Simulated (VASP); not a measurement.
Consider the following.

```
CELL_PARAMETERS angstrom
      1.60066    -2.77242     0.00000
      1.60066     2.77242     0.00000
      0.00000     0.00000     4.92971
ATOMIC_POSITIONS crystal
  Sc 0.33333 0.66667 0.25000
  Sc 0.66667 0.33333 0.75000
```

Level of theory: PBEsol GGA, VASP's PBE PAW potentials (set 64) (plane waves; VASP). Numerical set-up: 500 eV cut-off, 13×13×8 Γ-centred mesh, first-order Methfessel-Paxton smearing of 0.10 eV, potentials Sc_sv.

Energy and stress use the plane-wave basis of the starting cell.

**Question.** The ions, cell shape and volume at an external pressure of 10.0 GPa are relaxed. Give the cell that the relaxation ends in.

**Answer.** 
```
CELL_PARAMETERS angstrom
      1.56779    -2.71549     0.00000
      1.56779     2.71549     0.00000
      0.00000     0.00000     4.82912
ATOMIC_POSITIONS crystal
  Sc 0.33333 0.66667 0.25000
  Sc 0.66667 0.33333 0.75000
```
Space group P6_3/mmc (194), at a tolerance of 0.03 Å.

**Question.** How do energy and volume change from the first to the last step?

**Answer.** The energy (σ→0) changes by +60.6 meV/atom and the volume by -6.0 %, in 3 ionic steps.

The compound is Sc in the hcp structure. This run relaxes it under an external pressure of 10 GPa. Symmetry was kept, so distortions that lower it aren't found.
